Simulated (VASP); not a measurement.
Consider the following.

```
Pd
1.0
    0.00000     2.86393     2.86393
    2.86393     0.00000     2.86393
    2.86393     2.86393     0.00000
Pd
2
Direct
  0.75000   0.75000   0.75000
  0.50000   0.50000   0.50000
```

All values below come from r2SCAN meta-GGA, VASP's PBE PAW potentials (set 64) (plane waves; VASP). Numerical set-up: 400 eV cut-off, 12×12×12 Γ-centred mesh, tetrahedra with Blöchl corrections, potentials Pd.

Q: Give the energies of bands 1 to 13 at the high-symmetry points, in eV from the Fermi level.

A: 
```
band      Γ      X      U      L      W
----  -----  -----  -----  -----  -----
1     -4.69  -3.86  -4.14  -3.58  -4.09
2     -3.62  -3.86  -3.69  -3.58  -4.09
3     -3.62  -3.57  -3.68  -3.49  -3.05
4     -3.46  -3.57  -2.97  -3.34  -3.05
5     -3.46  -2.00  -2.48  -3.34  -2.40
6     -3.46  -2.00  -2.20  -3.14  -2.40
7     -1.40  -1.96  -1.97  -1.10  -1.98
8     -1.40  -1.96  -1.84  -1.10  -1.98
9     -1.40  -0.14  -0.05  -0.33   0.11
10    -0.18  -0.14   0.11  -0.33   0.11
11    -0.18   2.13   2.04   0.03   2.53
12    12.38   2.13   2.45   1.46   2.53
13    12.38   5.14   3.14   9.09   3.79
```

It has no gap at this level: it comes out as a metal or semimetal.

The structure was generated: Pd was put into the diamond type (Fd-3m), which need not be its known phase. It was relaxed first, which changed the volume by +24 %.
